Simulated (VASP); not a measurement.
# MoS2: phonons from a supercell, part 3 of 4

Aim: the phonon dispersion and thermal properties of MoS2. The start is a cell from a database of measured crystal structures.

VASP 6.6.1; PBEsol, no spin polarisation; plane waves and PAW (Mo, S).

So far. Step 2 (Relax the host): The run ended after 8 ionic steps, 0.007 eV below its first step, once forces and stress met EDIFFG = -0.02. Step 3 (Tight relaxation): The run ended after 14 ionic steps, 0.000 eV below its first step, once forces and stress met EDIFFG = -0.002. The relaxed cell has a = 3.142, c = 18.683 Å (conventional setting).

### 4. Born charges and dielectric tensor

In a polar insulator long-range dipole fields split longitudinal from transverse optical modes; these two tensors supply that term.

Input file INCAR:

```
SYSTEM = MoS2
PREC = Accurate
ENCUT = 350
EDIFF = 1E-08
NELM = 120
ISMEAR = 0
SIGMA = 0.05
LREAL = .FALSE.
ALGO = Normal
GGA = PS
NBANDS = 15
LASPH = .TRUE.
LWAVE = .FALSE.
LCHARG = .FALSE.
KPAR = 4
LEPSILON = .TRUE.
```

Input file POSCAR:

```
MoS2
1.0
    1.5711881498      0.9071259013      6.2277938083
   -1.5711881498      0.9071259013      6.2277938083
    0.0000000000     -1.8142518025      6.2277938083
Mo S
1 2
Direct
    0.0000987108      0.0000987108      0.0000987108
    0.4169931527      0.4169931527      0.4169931527
    0.2499081365      0.2499081365      0.2499081365
```

Input file KPOINTS:

```
Automatic mesh
0
Gamma
10 10 10
0 0 0
```

PAW data sets: Mo and S (PBE family, release 64).

On the command line:

```
> mpirun -np 4 vasp_std
```

What it wrote:

```text
[... set-up lines as in an earlier step ...]
 entering main loop
       N       E                     dE             d eps       ncg     rms          rms(c)
DAV:   1     0.557828184010E+02    0.55783E+02   -0.63844E+03  3656   0.751E+02
DAV:   2    -0.213706228822E+02   -0.77153E+02   -0.72414E+02  4623   0.183E+02
DAV:   3    -0.248588821378E+02   -0.34883E+01   -0.34682E+01  4313   0.405E+01
DAV:   4    -0.248972988432E+02   -0.38417E-01   -0.38402E-01  4754   0.467E+00
DAV:   5    -0.248980349681E+02   -0.73612E-03   -0.73610E-03  4537   0.628E-01    0.270E+01
DAV:   6    -0.237711695326E+02    0.11269E+01   -0.41210E+00  4222   0.157E+01    0.909E+00
DAV:   7    -0.235487783263E+02    0.22239E+00   -0.17798E+00  4107   0.121E+01    0.736E+00
DAV:   8    -0.234050189271E+02    0.14376E+00   -0.24805E-01  4355   0.440E+00    0.147E+00
DAV:   9    -0.234050885659E+02   -0.69639E-04   -0.33020E-02  4621   0.132E+00    0.503E-01
DAV:  10    -0.234040075113E+02    0.10811E-02   -0.52739E-03  4470   0.544E-01    0.877E-02
DAV:  11    -0.234039523991E+02    0.55112E-04   -0.51256E-04  4516   0.201E-01    0.217E-02
DAV:  12    -0.234039610467E+02   -0.86476E-05   -0.32606E-05  4649   0.417E-02    0.178E-02
DAV:  13    -0.234039709787E+02   -0.99320E-05   -0.11165E-05  4432   0.218E-02    0.110E-02
DAV:  14    -0.234039705880E+02    0.39067E-06   -0.12402E-06  4908   0.809E-03    0.301E-03
DAV:  15    -0.234039706939E+02   -0.10590E-06   -0.25266E-07  4418   0.334E-03    0.249E-03
DAV:  16    -0.234039706380E+02    0.55958E-07   -0.38839E-08  4999   0.130E-03    0.124E-03
DAV:  17    -0.234039706374E+02    0.60459E-09   -0.12328E-08  3399   0.759E-04
   1 F= -.23403971E+02 E0= -.23403971E+02  d E =-.322935E-13
 Linear response reoptimize wavefunctions to high precision
DAV:   1    -0.234039706395E+02   -0.20731E-08   -0.27039E-09  3962   0.444E-04
DAV:   2    -0.234039706395E+02   -0.50818E-10   -0.39481E-10  2552   0.150E-04
 Linear response G [H, r] |phi>, progress :
  Direction:   1
       N       E                     dE             d eps       ncg     rms
RMM:   1    -0.985694695716E+02   -0.98569E+02   -0.16014E+02  9030   0.714E+01
RMM:   2    -0.783411864110E+02    0.20228E+02   -0.70740E+00  5680   0.189E+01
RMM:   3    -0.783892688649E+02   -0.48082E-01   -0.12478E-01  5801   0.211E+00
RMM:   4    -0.783907109807E+02   -0.14421E-02   -0.31024E-03  5869   0.337E-01
RMM:   5    -0.783907273623E+02   -0.16382E-04   -0.30862E-04  5996   0.584E-02
RMM:   6    -0.783907140014E+02    0.13361E-04   -0.50686E-05  5944   0.115E-02
RMM:   7    -0.783907105841E+02    0.34174E-05   -0.12259E-05  6021   0.230E-03
RMM:   8    -0.783907096327E+02    0.95133E-06   -0.18265E-06  5807   0.574E-04
RMM:   9    -0.783907093733E+02    0.25942E-06    0.43343E-06  4827   0.236E-04
RMM:  10    -0.783907093935E+02   -0.20172E-07    0.48943E-06  3527   0.179E-04
RMM:  11    -0.783907093777E+02    0.15792E-07    0.78629E-06  3358   0.174E-04
RMM:  12    -0.783907093849E+02   -0.72341E-08    0.57321E-06  2889   0.174E-04
RMM:  13    -0.783907093900E+02   -0.50499E-08    0.27673E-06  2459   0.173E-04
 Linear response G [H, r] |phi>, progress :
  Direction:   2
       N       E                     dE             d eps       ncg     rms
RMM:   1    -0.957956825269E+02   -0.95796E+02   -0.12863E+02  9026   0.716E+01
RMM:   2    -0.762434544481E+02    0.19552E+02   -0.72384E+00  5737   0.191E+01
RMM:   3    -0.763015208742E+02   -0.58066E-01   -0.16213E-01  5858   0.215E+00
RMM:   4    -0.763009216326E+02    0.59924E-03   -0.15614E-02  5930   0.342E-01
RMM:   5    -0.763000174562E+02    0.90418E-03   -0.35072E-03  6016   0.598E-02
RMM:   6    -0.762997636103E+02    0.25385E-03   -0.83368E-04  6011   0.119E-02
RMM:   7    -0.762996997624E+02    0.63848E-04   -0.19093E-04  6034   0.242E-03
RMM:   8    -0.762996859189E+02    0.13844E-04   -0.53715E-05  5888   0.607E-04
RMM:   9    -0.762996822404E+02    0.36785E-05   -0.27198E-05  4937   0.249E-04
RMM:  10    -0.762996809725E+02    0.12679E-05   -0.63844E-06  3674   0.186E-04
RMM:  11    -0.762996807473E+02    0.22517E-06    0.21561E-06  3497   0.181E-04
RMM:  12    -0.762996806712E+02    0.76152E-07    0.13159E-05  2999   0.180E-04
RMM:  13    -0.762996806798E+02   -0.86487E-08    0.97983E-06  2635   0.180E-04
 Linear response G [H, r] |phi>, progress :
  Direction:   3
       N       E                     dE             d eps       ncg     rms
RMM:   1    -0.942079067428E+02   -0.94208E+02   -0.82438E+01  8879   0.730E+01
RMM:   2    -0.780532696478E+02    0.16155E+02   -0.65818E+00  5849   0.181E+01
RMM:   3    -0.781247274805E+02   -0.71458E-01   -0.11678E-01  5858   0.212E+00
RMM:   4    -0.781276202415E+02   -0.28928E-02   -0.28837E-03  5956   0.349E-01
RMM:   5    -0.781276968357E+02   -0.76594E-04   -0.97757E-05  6023   0.615E-02
RMM:   6    -0.781277023363E+02   -0.55007E-05   -0.62156E-06  6025   0.123E-02
RMM:   7    -0.781277024757E+02   -0.13935E-06   -0.18510E-06  6030   0.248E-03
RMM:   8    -0.781277024937E+02   -0.18029E-07   -0.19324E-06  5836   0.618E-04
RMM:   9    -0.781277023955E+02    0.98221E-07   -0.26915E-06  4730   0.257E-04
RMM:  10    -0.781277023517E+02    0.43816E-07    0.24474E-06  3625   0.200E-04
RMM:  11    -0.781277023442E+02    0.74309E-08   -0.27021E-06  3383   0.194E-04
RMM:  12    -0.781277023412E+02    0.30390E-08   -0.29971E-06  2842   0.193E-04
RMM:  13    -0.781277023532E+02   -0.11956E-07   -0.68300E-06  2494   0.193E-04
 Linear response to external field (no local field effect), progress :
  Direction:   1
       N       E                     dE             d eps       ncg     rms          rms(c)
RMM:   1    -0.214920389489E+01   -0.21492E+01   -0.13249E+01  7268   0.651E+00
RMM:   2    -0.220371049473E+01   -0.54507E-01   -0.61757E-02  5721   0.122E+00
RMM:   3    -0.220528319541E+01   -0.15727E-02   -0.14169E-03  5835   0.165E-01
RMM:   4    -0.220531948379E+01   -0.36288E-04   -0.53904E-05  5928   0.298E-02
RMM:   5    -0.220532055606E+01   -0.10723E-05   -0.26500E-06  5997   0.554E-03
RMM:   6    -0.220532058743E+01   -0.31369E-07   -0.22597E-07  5577   0.112E-03
RMM:   7    -0.220532058271E+01    0.47210E-08   -0.34836E-08  4503   0.236E-04
 change of polarisation eV/A/(eV/A) component  1 :     4.411    -0.321     0.032
 dielectric tensor                  component  1 :    15.986    -1.091     0.108
 Linear response to external field (no local field effect), progress :
  Direction:   2
       N       E                     dE             d eps       ncg     rms          rms(c)
RMM:   1    -0.204946710176E+01   -0.20495E+01   -0.12553E+01  7295   0.647E+00
RMM:   2    -0.210550171189E+01   -0.56035E-01   -0.60159E-02  5804   0.121E+00
RMM:   3    -0.210710353981E+01   -0.16018E-02   -0.13374E-03  5902   0.164E-01
RMM:   4    -0.210713857722E+01   -0.35037E-04   -0.47843E-05  5981   0.293E-02
RMM:   5    -0.210713976062E+01   -0.11834E-05   -0.19365E-06  6034   0.543E-03
RMM:   6    -0.210713982027E+01   -0.59642E-07   -0.83775E-08  5647   0.110E-03
RMM:   7    -0.210713982419E+01   -0.39262E-08   -0.71905E-09  4521   0.230E-04
 change of polarisation eV/A/(eV/A) component  2 :    -0.301     4.214    -0.054
 dielectric tensor                  component  2 :    -1.024    15.319    -0.183
 Linear response to external field (no local field effect), progress :
  Direction:   3
       N       E                     dE             d eps       ncg     rms          rms(c)
RMM:   1    -0.123055966537E+01   -0.12306E+01   -0.58197E+00  7403   0.600E+00
RMM:   2    -0.128762963061E+01   -0.57070E-01   -0.29675E-02  5854   0.106E+00
RMM:   3    -0.128827081401E+01   -0.64118E-03   -0.68799E-04  5926   0.130E-01
RMM:   4    -0.128828884584E+01   -0.18032E-04   -0.20346E-05  5993   0.226E-02
RMM:   5    -0.128828924662E+01   -0.40079E-06   -0.90305E-07  6031   0.397E-03
RMM:   6    -0.128828925978E+01   -0.13156E-07   -0.80875E-08  5586   0.765E-04
RMM:   7    -0.128828925868E+01    0.11028E-08   -0.30346E-08  4592   0.158E-04
 change of polarisation eV/A/(eV/A) component  3 :     0.031    -0.054     2.577
 dielectric tensor                  component  3 :     0.106    -0.183     9.754
 Linear response to external field, progress :
  Direction:   1
       N       E                     dE             d eps       ncg     rms          rms(c)
RMM:   1    -0.209873984295E+01   -0.20987E+01   -0.12895E+01 31972   0.650E+00
RMM:   2    -0.215460625470E+01   -0.55866E-01   -0.60974E-02 25075   0.122E+00    0.277E+00
RMM:   3    -0.207879784285E+01    0.75808E-01   -0.62485E-02 25587   0.134E+00    0.152E+00
RMM:   4    -0.213475725530E+01   -0.55959E-01   -0.47820E-02 25285   0.121E+00    0.320E-01
RMM:   5    -0.215449715572E+01   -0.19740E-01   -0.15375E-03 25950   0.257E-01    0.357E-02
RMM:   6    -0.215266237089E+01    0.18348E-02   -0.41327E-05 26214   0.464E-02    0.162E-02
RMM:   7    -0.215332415190E+01   -0.66178E-03   -0.41963E-06 26366   0.125E-02    0.704E-03
RMM:   8    -0.215384532304E+01   -0.52117E-03   -0.63277E-08 26491   0.626E-03    0.248E-03
RMM:   9    -0.215396209462E+01   -0.11677E-03    0.41297E-06 26399   0.301E-03    0.627E-04
RMM:  10    -0.215393722302E+01    0.24872E-04    0.27514E-06 27196   0.578E-04    0.155E-04
RMM:  11    -0.215393957400E+01   -0.23510E-05    0.20136E-06 24622   0.289E-04    0.406E-05
RMM:  12    -0.215393894807E+01    0.62593E-06    0.11947E-06 18114   0.672E-05    0.107E-05
RMM:  13    -0.215393899065E+01   -0.42587E-07    0.34421E-08 10601   0.498E-05    0.229E-06
 change of polarisation eV/A/(eV/A) component  1 :     4.062    -0.009    -0.000
 dielectric tensor                  component  1 :    14.801    -0.029    -0.000
 Linear response to external field, progress :
  Direction:   2
       N       E                     dE             d eps       ncg     rms          rms(c)
RMM:   1    -0.209985990003E+01   -0.20999E+01   -0.12906E+01 17835   0.649E+00
RMM:   2    -0.215464736598E+01   -0.54787E-01   -0.60484E-02 14094   0.121E+00    0.278E+00
RMM:   3    -0.207879718490E+01    0.75850E-01   -0.62494E-02 14340   0.133E+00    0.152E+00
RMM:   4    -0.213479766902E+01   -0.56000E-01   -0.47910E-02 14214   0.121E+00    0.320E-01
RMM:   5    -0.215459770329E+01   -0.19800E-01   -0.15395E-03 14556   0.257E-01    0.362E-02
RMM:   6    -0.215278693777E+01    0.18108E-02   -0.42615E-05 14757   0.465E-02    0.176E-02
RMM:   7    -0.215321276689E+01   -0.42583E-03   -0.48190E-06 14723   0.127E-02    0.822E-03
RMM:   8    -0.215389161288E+01   -0.67885E-03   -0.30757E-06 14765   0.761E-03    0.250E-03
RMM:   9    -0.215400501352E+01   -0.11340E-03   -0.74100E-06 14839   0.308E-03    0.663E-04
RMM:  10    -0.215397970507E+01    0.25308E-04   -0.73504E-06 15229   0.611E-04    0.163E-04
RMM:  11    -0.215398162885E+01   -0.19238E-05   -0.12432E-06 13726   0.296E-04    0.456E-05
RMM:  12    -0.215398094826E+01    0.68059E-06   -0.10316E-07 10270   0.697E-05    0.115E-05
RMM:  13    -0.215398102537E+01   -0.77111E-07   -0.43374E-08  6161   0.512E-05    0.237E-06
 change of polarisation eV/A/(eV/A) component  2 :    -0.045     4.062    -0.000
 dielectric tensor                  component  2 :    -0.154    14.801    -0.001
 Linear response to external field, progress :
  Direction:   3
       N       E                     dE             d eps       ncg     rms          rms(c)
RMM:   1    -0.123055966537E+01   -0.12306E+01   -0.58197E+00  7403   0.600E+00
RMM:   2    -0.128762963061E+01   -0.57070E-01   -0.29675E-02  5854   0.106E+00    0.348E+00
RMM:   3    -0.821405169368E+00    0.46622E+00   -0.82806E-01  5850   0.357E+00    0.144E+00
RMM:   4    -0.813669137008E+00    0.77360E-02   -0.28784E-02  5878   0.923E-01    0.778E-01
RMM:   5    -0.829390197592E+00   -0.15721E-01   -0.14159E-02  5986   0.624E-01    0.247E-01
RMM:   6    -0.833653417938E+00   -0.42632E-02   -0.42933E-04  6006   0.119E-01    0.174E-01
RMM:   7    -0.837910701584E+00   -0.42573E-02   -0.20190E-04  5825   0.975E-02    0.464E-02
RMM:   8    -0.837141589958E+00    0.76911E-03   -0.28746E-05  5906   0.268E-02    0.159E-02
RMM:   9    -0.837063797238E+00    0.77793E-04   -0.18364E-06  6088   0.538E-03    0.106E-02
RMM:  10    -0.837381067605E+00   -0.31727E-03   -0.13523E-05  5752   0.104E-02    0.337E-03
RMM:  11    -0.837375153417E+00    0.59142E-05   -0.13949E-06  6243   0.208E-03    0.130E-03
RMM:  12    -0.837379213457E+00   -0.40600E-05   -0.25230E-06  5978   0.570E-04    0.156E-04
RMM:  13    -0.837379570083E+00   -0.35663E-06   -0.15676E-06  5717   0.205E-04    0.207E-04
RMM:  14    -0.837380264337E+00   -0.69425E-06   -0.20263E-07  4602   0.896E-05    0.361E-05
RMM:  15    -0.837380116859E+00    0.14748E-06   -0.72040E-08  2292   0.507E-05    0.269E-05
RMM:  16    -0.837379999092E+00    0.11777E-06   -0.82741E-08  1619   0.427E-05    0.582E-06
 change of polarisation eV/A/(eV/A) component  3 :     0.037    -0.037     1.581
 dielectric tensor                  component  3 :     0.126    -0.125     6.371
 Born effective charges drift removed
```

The job ended after 4.7 min (4 MPI ranks of Intel Xeon 6975P-C (Granite Rapids), shared host; peak memory 2.7 GiB).

OUTCAR, selected parts (step 4):

```text
  LATTYP: Found a trigonal (rhomboedric) cell.
 ALAT       =     6.4866729008
 COS(alpha) =     0.8826609985

The static configuration has the point symmetry C_3v.

 Found    116 irreducible k-points:

   ENCUT  =  350.0 eV  25.72 Ry    5.07 a.u.   9.89  9.89  9.89*2*pi/ulx,y,z

   NELECT =      18.0000    total number of electrons

  Total       -0.0002559     -0.0002559      0.0033229      0.0000000      0.0000000      0.0000000
  in kB       -0.0076992     -0.0076992      0.0999636      0.0000000      0.0000000      0.0000000
  external PRESSURE =       0.0281884 kB  Pullay stress =       0.0000000 kB

 POSITION                                       TOTAL-FORCE (eV/Angst)
 -----------------------------------------------------------------------------------
      0.00000      0.00000      0.00184         0.000000      0.000000      0.000464
      0.00000      0.00000      7.79084         0.000000     -0.000000     -0.001673
      0.00000      0.00000      4.66913         0.000000      0.000000      0.001208
 -----------------------------------------------------------------------------------
    total drift:                                0.000000     -0.000000      0.000583

 MACROSCOPIC STATIC DIELECTRIC TENSOR (including local field effects in DFT)
 ------------------------------------------------------
          14.800860     0.000000     0.000000
          -0.000000    14.800860     0.000000
           0.000000     0.000000     6.370955
 ------------------------------------------------------

 PIEZOELECTRIC TENSOR (including local field effects)  for field in x, y, z        (C/m^2)
          XX          YY          ZZ          XY          YZ          ZX
  --------------------------------------------------------------------------------
  x     0.00000     0.00000     0.00000     0.46766     0.00000     0.02167
  y     0.46766    -0.46766     0.00000     0.00000     0.02167     0.00000
  z    -0.00474    -0.00474     0.05888     0.00000     0.00000     0.00000

 BORN EFFECTIVE CHARGES (including local field effects) (in |e|, cummulative output)
 ---------------------------------------------------------------------------------
 ion    1
    1    -1.16387    -0.00000     0.00000
    2     0.00000    -1.16387    -0.00000
    3     0.00000    -0.00000    -0.66457
 ion    2
    1     0.57581     0.00000     0.00000
    2     0.00000     0.57581     0.00000
    3     0.00000     0.00000     0.29541
 ion    3
    1     0.58806     0.00000     0.00000
    2     0.00000     0.58806     0.00000
    3     0.00000     0.00000     0.36916

[... 5 parts as in an earlier step ...]

[... 2 further parts left out ...]
```

Energies printed during the response cycles are not total energies of the cell. The dielectric response converges more slowly with the mesh than energies do, so tensor and charges may still move on a finer one.

Numbers from this step:

```yaml
pressure: 0.002819 GPa
```

Electronic dielectric tensor with local fields:

```
14.80  0.00  0.00
 0.00 14.80  0.00
 0.00  0.00  6.37
```

Born effective charge (e), principal values of the symmetric part by kind of site:

| atom | atoms with these values | low | middle | high | mean |
| --- | --- | --- | --- | --- | --- |
| Mo1 | 1 | -1.16 | -1.16 | -0.66 | -1.00 |
| S2 | 1 | 0.30 | 0.58 | 0.58 | 0.48 |
| S3 | 1 | 0.37 | 0.59 | 0.59 | 0.52 |

In full for S3:

```
0.59 0.00 0.00
0.00 0.59 0.00
0.00 0.00 0.37
```

Piezoelectric tensor with clamped ions (C/m²), by row:

| field | xx | yy | zz | xy | yz | zx |
| --- | --- | --- | --- | --- | --- | --- |
| x | 0 | 0 | 0 | 0.4677 | 0 | 0.02167 |
| y | 0.4677 | -0.4677 | 0 | 0 | 0.02167 | 0 |
| z | -0.00474 | -0.00474 | 0.05888 | 0 | 0 | 0 |

(Part 3 of 4 ends here.)

[Lines on the potential files, build, host, timing and source positions are cut from VASP's logs without a mark.]

[Logs are printed without paths, hosts, clocks, repeated set-up lines and the standing remarks that a program may print on its own settings, such as how far it seeks lower states.]

[Hosts, paths, dates, database ids (printed as entryN), source tags and the programs' standing remarks are cut or masked in the printed files.]

[Runs that stopped without an error message from VASP are left out.]
